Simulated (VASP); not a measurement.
# Cu (Copper) with PBE: from relaxation to properties, part 3 of 4

How well does PBE reproduce what experiment finds for Cu (Copper)? The cell is relaxed first, and properties follow on it. Left out of this account: 1 further run (relaxation: it shows nothing beyond the runs told). The start is a cell from a database of measured crystal structures.

VASP 6.6.1; PBE; plane waves and PAW (Cu).

Still holding for the runs below: This run has no spin polarisation. Its electron count is odd, so without a moment it is a metal by construction.

So far. Step 5 (Band structure (PBE)): There is no gap at this level. Step 5 (Band structure (PBE)): Of the bands kept, 1 crosses the Fermi level on this path.

## 6. Total and projected DOS (PBE)

Here the states are counted by energy and projected on the atoms. The mesh is finer than in the run before.

INCAR reads:

```
SYSTEM = Cu
PREC = Accurate
ENCUT = 400
EDIFF = 1E-06
NELM = 100
ISMEAR = -5
SIGMA = 0.2
LREAL = .FALSE.
ALGO = Normal
GGA = PE
NBANDS = 16
LASPH = .TRUE.
LORBIT = 11
LWAVE = .FALSE.
LCHARG = .FALSE.
KPAR = 2
NEDOS = 2001
```

POSCAR reads:

```
Cu
1.0
    0.0000000000      1.8141669229      1.8141669229
    1.8141669229      0.0000000000      1.8141669229
    1.8141669229      1.8141669229      0.0000000000
Cu
1
Direct
    0.0000000000      0.0000000000      0.0000000000
```

KPOINTS reads:

```
Automatic mesh
0
Gamma
13 13 13
0 0 0
```

PAW data sets: Cu (PBE family, release 64).

The run is started by

```console
$ mpirun -np 2 vasp_std
```

Output:

```text
[... set-up lines as in an earlier step ...]
 entering main loop
       N       E                     dE             d eps       ncg     rms          rms(c)
DAV:   1     0.358524071561E+02    0.35852E+02   -0.41414E+03  3232   0.918E+02
DAV:   2    -0.336835262510E+01   -0.39221E+02   -0.35654E+02  2984   0.164E+02
DAV:   3    -0.462160865144E+01   -0.12533E+01   -0.12507E+01  3224   0.285E+01
DAV:   4    -0.462758267429E+01   -0.59740E-02   -0.59751E-02  3240   0.177E+00
DAV:   5    -0.462762695516E+01   -0.44281E-04   -0.44281E-04  3288   0.160E-01    0.765E+00
DAV:   6    -0.411669439266E+01    0.51093E+00   -0.13131E+01  3464   0.535E+01    0.399E+00
DAV:   7    -0.374044391685E+01    0.37625E+00   -0.20832E+00  3432   0.213E+01    0.579E-01
DAV:   8    -0.372972307996E+01    0.10721E-01   -0.35439E-03  3320   0.676E-01    0.294E-01
DAV:   9    -0.372820659044E+01    0.15165E-02   -0.86275E-03  3568   0.125E+00    0.286E-02
DAV:  10    -0.372820830803E+01   -0.17176E-05   -0.33376E-05  3856   0.774E-02    0.759E-03
DAV:  11    -0.372820733376E+01    0.97426E-06   -0.66168E-07  2864   0.125E-02
   1 F= -.37282073E+01 E0= -.37282073E+01  d E =0.000000E+00
 -----------------------------------------------------------------------------
|                                                                             |
|           W    W    AA    RRRRR   N    N  II  N    N   GGGG   !!!           |
|           W    W   A  A   R    R  NN   N  II  NN   N  G    G  !!!           |
|           W    W  A    A  R    R  N N  N  II  N N  N  G       !!!           |
|           W WW W  AAAAAA  RRRRR   N  N N  II  N  N N  G  GGG   !            |
|           WW  WW  A    A  R   R   N   NN  II  N   NN  G    G                |
|           W    W  A    A  R    R  N    N  II  N    N   GGGG   !!!           |
|                                                                             |
|     Tetrahedron method does not include variations of the Fermi             |
|     occupations, so forces and stress will be inaccurate. We suggest        |
|     using a different smearing scheme ISMEAR = 1 or 2 for metals in         |
|     relaxations.                                                            |
|                                                                             |
 -----------------------------------------------------------------------------
```

The job ended after 7.8 s (2 MPI ranks of Intel Xeon Platinum 8259CL at 2.50GHz (Skylake/Cascade Lake), shared host; peak memory 0.22 GiB; 12 s of CPU time).

OUTCAR, selected parts (step 6):

```text
   k-points           NKPTS =     84   k-points in BZ     NKDIM =     84   number of bands    NBANDS=     16

   NELECT =      11.0000    total number of electrons

 E-fermi :   7.5178

 k-point     1 :       0.0000    0.0000    0.0000
  band No.  band energies     occupation
    ...
      2       4.4553      2.00000
      3       4.4553      2.00000
      4       4.4553      2.00000
      5       5.2632      2.00000
      6       5.2632      2.00000
      7      29.9563      0.00000
      8      32.5107      0.00000
      9      32.5107      0.00000
     10      32.5107      0.00000
     11      34.9951      0.00000
    ...

  Total       -0.0060948     -0.0060948     -0.0060948     -0.0000000      0.0000000     -0.0000000
  in kB       -0.8177252     -0.8177252     -0.8177252     -0.0000000      0.0000000     -0.0000000
  external PRESSURE =      -0.8177252 kB  Pullay stress =       0.0000000 kB

 POSITION                                       TOTAL-FORCE (eV/Angst)
 -----------------------------------------------------------------------------------
      0.00000      0.00000      0.00000         0.000000      0.000000      0.000000
 -----------------------------------------------------------------------------------
    total drift:                                0.000000     -0.000000     -0.000000

  FREE ENERGIE OF THE ION-ELECTRON SYSTEM (eV)
  ---------------------------------------------------
  free  energy   TOTEN  =        -3.7282073338 eV

  energy  without entropy=       -3.7282073338  energy(sigma->0) =       -3.72820733

[... 6 parts as in an earlier step ...]

[... 10 further parts left out ...]
```

With tetrahedra the forces and stress of a metal are not exact derivatives of the energy.

This step gave:

| Quantity | Value |
| --- | --- |
| irreducible k-points | 84 |
| free energy (TOTEN) | -3.728 eV |
| Fermi energy | 7.518 eV |
| pressure | -0.08177 GPa |
| DOS at the Fermi level | 0.3207 states/eV/cell |

The density of states has structure finer than the step of the table below, so its rows give means over 1 eV, whole bins alone (the curve runs from -12.0 to 7.87 eV). Peaks (eV: height): total -4.1: 2.58, -3.1: 4.29, -2.4: 3.96, -1.7: 5.88; Cu d -4.1: 2.12, -3.1: 3.83, -1.7: 5.79; Cu p -3.2: 0.142, -2.8: 0.0964, 1.7: 0.0921, 6.7: 0.108; Cu s -4.8: 0.143, 4.2: 0.0768, 4.7: 0.0818, 7.4: 0.0604.

States under -12.0 eV and over 7.9 eV are left out. Density of states against energy, zero at the Fermi level; means over each step; values in states/eV/cell:

```
energy (eV)   total     Cu d     Cu p    Cu s
        -10       0        0        0       0
         -9  0.0349   4.6e-5   9.9e-4  0.0192
         -8  0.0929  0.00143  0.00623  0.0466
         -7   0.144  0.00856   0.0148  0.0626
         -6   0.236   0.0442   0.0277  0.0798
         -5   0.816    0.461   0.0513   0.120
         -4    2.09     1.73   0.0748  0.0362
         -3    3.44     3.09   0.0998  0.0207
         -2    3.60     3.48   0.0295  0.0132
         -1   0.374    0.259   0.0425  0.0258
          0   0.313    0.155   0.0639  0.0294
          1   0.274    0.101   0.0753  0.0263
          2   0.250   0.0744   0.0821  0.0210
          3   0.187   0.0489   0.0669  0.0139
          4   0.213   0.0587   0.0514  0.0440
          5   0.272   0.0687   0.0594  0.0678
          6   0.273   0.0620   0.0778  0.0496
          7   0.281   0.0643   0.0779  0.0487
```

The finer mesh and the other smearing move the Fermi level by -0.01 eV from the 9×9×9 run, a small shift, which tests the Fermi level alone. Of the states within 0.3 eV of the Fermi level, the largest shares in the PAW spheres are Cu d 50 %, Cu p 20 % and Cu s 9 %. The rest lies in smaller channels or between the spheres.

## 7. Volume scan with PBE, volume scale 0.94

An equation of state needs energies on both sides of the minimum, all on one mesh and cutoff.

INCAR reads:

```
SYSTEM = Cu
PREC = Accurate
ENCUT = 400
EDIFF = 1E-06
NELM = 100
ISMEAR = 1
SIGMA = 0.2
LREAL = .FALSE.
ALGO = Normal
GGA = PE
NBANDS = 11
LASPH = .TRUE.
LORBIT = 11
LWAVE = .FALSE.
LCHARG = .FALSE.
KPAR = 2
ISIF = 2
```

POSCAR reads:

```
Cu
1.0
    0.0000000000      1.7771327166      1.7771327166
    1.7771327166      0.0000000000      1.7771327166
    1.7771327166      1.7771327166      0.0000000000
Cu
1
Direct
    0.0000000000      0.0000000000      0.0000000000
```

KPOINTS reads:

```
Automatic mesh
0
Gamma
9 9 9
0 0 0
```

The run is started by

```console
$ mpirun -np 2 vasp_std
```

Output:

```text
[... set-up lines as in an earlier step ...]
 entering main loop
       N       E                     dE             d eps       ncg     rms          rms(c)
DAV:   1     0.354641221681E+02    0.35464E+02   -0.48383E+03   867   0.141E+03
DAV:   2    -0.382073396633E+01   -0.39285E+02   -0.36122E+02   782   0.185E+02
DAV:   3    -0.462926708875E+01   -0.80853E+00   -0.80173E+00   887   0.336E+01
DAV:   4    -0.463349380408E+01   -0.42267E-02   -0.42264E-02   866   0.213E+00
DAV:   5    -0.463353553658E+01   -0.41733E-04   -0.41732E-04   882   0.208E-01    0.775E+00
DAV:   6    -0.406088437635E+01    0.57265E+00   -0.14558E+01   893   0.768E+01    0.363E+00
DAV:   7    -0.373009962385E+01    0.33078E+00   -0.21744E+00   893   0.295E+01    0.606E-01
DAV:   8    -0.371805509351E+01    0.12045E-01   -0.46469E-03   846   0.966E-01    0.301E-01
DAV:   9    -0.371645428292E+01    0.16008E-02   -0.97840E-03   928   0.184E+00    0.264E-02
DAV:  10    -0.371645876051E+01   -0.44776E-05   -0.36119E-05  1123   0.102E-01    0.632E-03
DAV:  11    -0.371645776566E+01    0.99485E-06   -0.38530E-07   561   0.116E-02
   1 F= -.37164578E+01 E0= -.37166314E+01  d E =0.520838E-03
```

The job ended after 2.4 s (2 MPI ranks; peak memory 0.2 GiB).

Parts of OUTCAR (step 7):

```text
   ENCUT  =  400.0 eV  29.40 Ry    5.42 a.u.   4.10  4.10  4.10*2*pi/ulx,y,z

   NELECT =      11.0000    total number of electrons

 E-fermi :   8.2778

 k-point     1 :       0.0000    0.0000    0.0000
  band No.  band energies     occupation
    ...
      2       5.0558      2.00000
      3       5.0558      2.00000
      4       5.0558      2.00000
      5       5.9448      2.00000
      6       5.9448      2.00000
      7      31.2344      0.00000
      8      34.2748      0.00000
      9      34.2748      0.00000
     10      34.2748      0.00000
     11      36.8214      0.00000

  Total        0.7188267      0.7188267      0.7188267      0.0000000      0.0000000      0.0000000
  in kB      102.5994839    102.5994839    102.5994839      0.0000000      0.0000000      0.0000000
  external PRESSURE =     102.5994839 kB  Pullay stress =       0.0000000 kB

  FREE ENERGIE OF THE ION-ELECTRON SYSTEM (eV)
  ---------------------------------------------------
  free  energy   TOTEN  =        -3.7164577657 eV

  energy  without entropy=       -3.7169786041  energy(sigma->0) =       -3.71663138

[... 5 parts as in an earlier step ...]

[... 12 further parts left out ...]
```

The scan keeps the cell's shape and the fractional positions fixed.

This step gave:

```yaml
bands: 11
irreducible_k_points: 35
free_energy_toten: -3.716 eV
energy_at_zero_smearing: -3.717 eV
fermi_energy: 8.278 eV
pressure: 10.26 GPa
```

The pressure here is 10.26 GPa.

## 8. Volume scan with PBE, volume scale 0.96

INCAR is that of step 7.

POSCAR reads:

```
Cu
1.0
    0.0000000000      1.7896481480      1.7896481480
    1.7896481480      0.0000000000      1.7896481480
    1.7896481480      1.7896481480      0.0000000000
Cu
1
Direct
    0.0000000000      0.0000000000      0.0000000000
```

KPOINTS is that of step 7.

The run is started by

```console
$ mpirun -np 2 vasp_std
```

Output:

```text
[... set-up lines as in an earlier step ...]
 entering main loop
       N       E                     dE             d eps       ncg     rms          rms(c)
DAV:   1     0.353124118056E+02    0.35312E+02   -0.47313E+03   829   0.138E+03
DAV:   2    -0.388865299182E+01   -0.39201E+02   -0.35844E+02   773   0.183E+02
DAV:   3    -0.463494550041E+01   -0.74629E+00   -0.74345E+00   885   0.327E+01
DAV:   4    -0.463961184508E+01   -0.46663E-02   -0.46659E-02   874   0.221E+00
DAV:   5    -0.463966141596E+01   -0.49571E-04   -0.49570E-04   882   0.228E-01    0.772E+00
DAV:   6    -0.409074203565E+01    0.54892E+00   -0.14895E+01   884   0.772E+01    0.376E+00
DAV:   7    -0.374307718077E+01    0.34766E+00   -0.22682E+00   890   0.300E+01    0.581E-01
DAV:   8    -0.373193709885E+01    0.11140E-01   -0.47979E-03   859   0.110E+00    0.317E-01
DAV:   9    -0.373017448937E+01    0.17626E-02   -0.11017E-02   928   0.194E+00    0.284E-02
DAV:  10    -0.373017718051E+01   -0.26911E-05   -0.43361E-05  1112   0.115E-01    0.633E-03
DAV:  11    -0.373017631498E+01    0.86553E-06   -0.37519E-07   573   0.108E-02
   1 F= -.37301763E+01 E0= -.37303882E+01  d E =0.635638E-03
```

Wall time 3.6 s (2 MPI ranks); peak memory 0.21 GiB; 5 s of CPU time.

OUTCAR, selected parts (step 8):

```text
   ENCUT  =  400.0 eV  29.40 Ry    5.42 a.u.   4.13  4.13  4.13*2*pi/ulx,y,z

   NELECT =      11.0000    total number of electrons

 E-fermi :   8.0158

 k-point     1 :       0.0000    0.0000    0.0000
  band No.  band energies     occupation
    ...
      2       4.8512      2.00000
      3       4.8512      2.00000
      4       4.8512      2.00000
      5       5.7116      2.00000
      6       5.7116      2.00000
      7      30.7946      0.00000
      8      33.6683      0.00000
      9      33.6683      0.00000
     10      33.6683      0.00000
     11      36.1901      0.00000

  Total        0.4607192      0.4607192      0.4607192      0.0000000      0.0000000      0.0000000
  in kB       64.3893287     64.3893287     64.3893287      0.0000000      0.0000000      0.0000000
  external PRESSURE =      64.3893287 kB  Pullay stress =       0.0000000 kB

 POSITION                                       TOTAL-FORCE (eV/Angst)
 -----------------------------------------------------------------------------------
      0.00000      0.00000      0.00000        -0.000000      0.000000      0.000000
 -----------------------------------------------------------------------------------
    total drift:                               -0.000000     -0.000000      0.000000

  FREE ENERGIE OF THE ION-ELECTRON SYSTEM (eV)
  ---------------------------------------------------
  free  energy   TOTEN  =        -3.7301763150 eV

  energy  without entropy=       -3.7308119529  energy(sigma->0) =       -3.73038819

[... 5 parts as in an earlier step ...]

[... 11 further parts left out ...]
```

Numbers from this step:

| Quantity | Value |
| --- | --- |
| free energy (TOTEN) | -3.730 eV |
| energy at zero smearing | -3.730 eV |
| Fermi energy | 8.016 eV |
| pressure | 6.439 GPa |

The pressure falls from 10.26 to 6.44 GPa.

The run ends at a pressure of 6.44 GPa.

## 9. Volume scan with PBE, volume scale 0.98

INCAR is that of step 8.

POSCAR reads:

```
Cu
1.0
    0.0000000000      1.8019909391      1.8019909391
    1.8019909391      0.0000000000      1.8019909391
    1.8019909391      1.8019909391      0.0000000000
Cu
1
Direct
    0.0000000000      0.0000000000      0.0000000000
```

KPOINTS is that of step 8.

The run is started by

```console
$ mpirun -np 2 vasp_std
```

Output:

```text
[... set-up lines as in an earlier step ...]
 entering main loop
       N       E                     dE             d eps       ncg     rms          rms(c)
DAV:   1     0.352818772734E+02    0.35282E+02   -0.47083E+03   862   0.143E+03
DAV:   2    -0.381206041720E+01   -0.39094E+02   -0.36547E+02   800   0.182E+02
DAV:   3    -0.463531681647E+01   -0.82326E+00   -0.82137E+00   865   0.331E+01
DAV:   4    -0.463968828866E+01   -0.43715E-02   -0.43710E-02   871   0.217E+00
[...]
DAV:   9    -0.373853791467E+01    0.19446E-02   -0.12460E-02   911   0.206E+00    0.304E-02
DAV:  10    -0.373853879417E+01   -0.87949E-06   -0.53715E-05  1108   0.129E-01    0.641E-03
DAV:  11    -0.373853809615E+01    0.69802E-06   -0.37426E-07   582   0.996E-03
   1 F= -.37385381E+01 E0= -.37387855E+01  d E =0.742309E-03
```

Elapsed: 3.8 s, on 2 MPI ranks; peak memory 0.21 GiB; 5.3 s of CPU time.

Parts of OUTCAR (step 9):

```text
  Total        0.2216734      0.2216734      0.2216734      0.0000000     -0.0000000      0.0000000
  in kB       30.3484342     30.3484342     30.3484342      0.0000000     -0.0000000      0.0000000
  external PRESSURE =      30.3484342 kB  Pullay stress =       0.0000000 kB

  FREE ENERGIE OF THE ION-ELECTRON SYSTEM (eV)
  ---------------------------------------------------
  free  energy   TOTEN  =        -3.7385380961 eV

  energy  without entropy=       -3.7392804051  energy(sigma->0) =       -3.73878553

[... 2 parts as in an earlier step ...]

[... 2 further parts left out ...]
[key lines of the parts left out:]
E-fermi :   7.7658
```

The pressure falls from 6.44 to 3.03 GPa.

The run ends at a pressure of 3.03 GPa.

## 10. Volume scan with PBE, volume scale 1

INCAR is that of step 9.

POSCAR reads:

```
Cu
1.0
    0.0000000000      1.8141669229      1.8141669229
    1.8141669229      0.0000000000      1.8141669229
    1.8141669229      1.8141669229      0.0000000000
Cu
1
Direct
    0.0000000000      0.0000000000      0.0000000000
```

KPOINTS is that of step 9.

The run is started by

```console
$ mpirun -np 2 vasp_std
```

Output:

```text
[... set-up lines as in an earlier step ...]
 entering main loop
       N       E                     dE             d eps       ncg     rms          rms(c)
[... 11 cycles as in an earlier step ...]
   1 F= -.37419746E+01 E0= -.37422542E+01  d E =0.838820E-03
```

Wall time 3.6 s (2 MPI ranks); peak memory 0.21 GiB; 5 s of CPU time.

From OUTCAR (step 10):

```text
[... 6 parts as in an earlier step ...]

[... 1 further part left out ...]
[key lines of the parts left out:]
E-fermi :   7.5275
```

The pressure falls from 3.03 to 0.03 GPa.

The run ends at a pressure of 0.03 GPa.

## 11. Volume scan with PBE, volume scale 1.02

INCAR is that of step 10.

POSCAR reads:

```
Cu
1.0
    0.0000000000      1.8261816235      1.8261816235
    1.8261816235      0.0000000000      1.8261816235
    1.8261816235      1.8261816235      0.0000000000
Cu
1
Direct
    0.0000000000      0.0000000000      0.0000000000
```

KPOINTS is that of step 10.

The run is started by

```console
$ mpirun -np 2 vasp_std
```

Output:

```text
[... set-up lines as in an earlier step ...]
 entering main loop
       N       E                     dE             d eps       ncg     rms          rms(c)
DAV:   1     0.378747015414E+02    0.37875E+02   -0.47256E+03   824   0.137E+03
DAV:   2    -0.385142864458E+01   -0.41726E+02   -0.38489E+02   788   0.182E+02
DAV:   3    -0.461898370191E+01   -0.76756E+00   -0.76663E+00   908   0.322E+01
DAV:   4    -0.462380889734E+01   -0.48252E-02   -0.48247E-02   831   0.223E+00
[...]
DAV:   9    -0.374115014599E+01    0.22441E-02   -0.14912E-02   896   0.223E+00    0.336E-02
DAV:  10    -0.374114769791E+01    0.24481E-05   -0.69855E-05  1122   0.149E-01    0.677E-03
DAV:  11    -0.374114720600E+01    0.49192E-06   -0.43657E-07   586   0.101E-02
   1 F= -.37411472E+01 E0= -.37414567E+01  d E =0.928340E-03
```

The job ended after 3.8 s (2 MPI ranks; peak memory 0.21 GiB; 5.2 s of CPU time).

Parts of OUTCAR (step 11):

```text
  Total       -0.2007239     -0.2007239     -0.2007239      0.0000000      0.0000000     -0.0000000
  in kB      -26.4026613    -26.4026613    -26.4026613      0.0000000      0.0000000     -0.0000000
  external PRESSURE =     -26.4026613 kB  Pullay stress =       0.0000000 kB

 POSITION                                       TOTAL-FORCE (eV/Angst)
 -----------------------------------------------------------------------------------
      0.00000      0.00000      0.00000         0.000000     -0.000000      0.000000
 -----------------------------------------------------------------------------------
    total drift:                                0.000000     -0.000000     -0.000000

  FREE ENERGIE OF THE ION-ELECTRON SYSTEM (eV)
  ---------------------------------------------------
  free  energy   TOTEN  =        -3.7411472060 eV

  energy  without entropy=       -3.7420755459  energy(sigma->0) =       -3.74145665

[... 1 part as in an earlier step ...]

[... 2 further parts left out ...]
[key lines of the parts left out:]
E-fermi :   7.3001
```

The pressure falls from 0.03 to -2.64 GPa.

The run ends at a pressure of -2.64 GPa.

(Part 3 of 4 ends here.)

[Lines on the potential files, build, host, timing and source positions are cut from VASP's logs without a mark.]

[Logs are printed without paths, hosts, clocks, repeated set-up lines and the standing remarks that a program may print on its own settings, such as how far it seeks lower states.]

[Hosts, paths, dates, database ids (printed as entryN), source tags and the programs' standing remarks are cut or masked in the printed files.]

[A measured line is paired with the nearest computed mode of its activity, which favours agreement.]
